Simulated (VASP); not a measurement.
Here is a VASP 6.6.1 calculation.

INCAR

```
PREC = Accurate
ENCUT = 520
EDIFF = 1E-8
ISMEAR = 0
SIGMA = 0.02
LREAL = F
LASPH = T
NELM = 60
ALGO = Fast
ISIF = 2
LWAVE = F
LCHARG = F
GGA = PE
LEPSILON = T
IBRION = 8
NSW = 1
```

Contents of KPOINTS:

```
Automatic mesh
0
Gamma
  10 10 10
```

The input POSCAR:

```
BAs
1.0
    0.0000000000      2.4045500000      2.4045500000
    2.4045500000      0.0000000000      2.4045500000
    2.4045500000      2.4045500000      0.0000000000
B As
1 1
Direct
    0.0000000000      0.0000000000      0.0000000000
    0.2500000000      0.2500000000      0.2500000000
```

Potentials or basis: VASP PAW PBE potentials, release 64 (B, As).

Command:

```sh
$ cat potpaw_PBE.64/B/POTCAR potpaw_PBE.64/As/POTCAR > POTCAR
$ mpirun -np 1 vasp_std > vasp.out
```

Task: Predict the electronic dielectric tensor (diagonal).

Result: 9.97.

Task: Estimate the Born charges (mean of the diagonal).

Result: B -0.47; As +0.47 e.

Task: Predict the band gap on the k mesh.

Result: 1.20 eV, indirect (least direct gap 3.25 eV).

Task: Estimate the highest phonon frequency at Γ, LO-TO splitting left out.

Result: 682 cm⁻¹.

Electronic dielectric tensor:
```
9.97 0.00 0.00
0.00 9.97 0.00
0.00 0.00 9.97
```

A k mesh can miss the band edges.
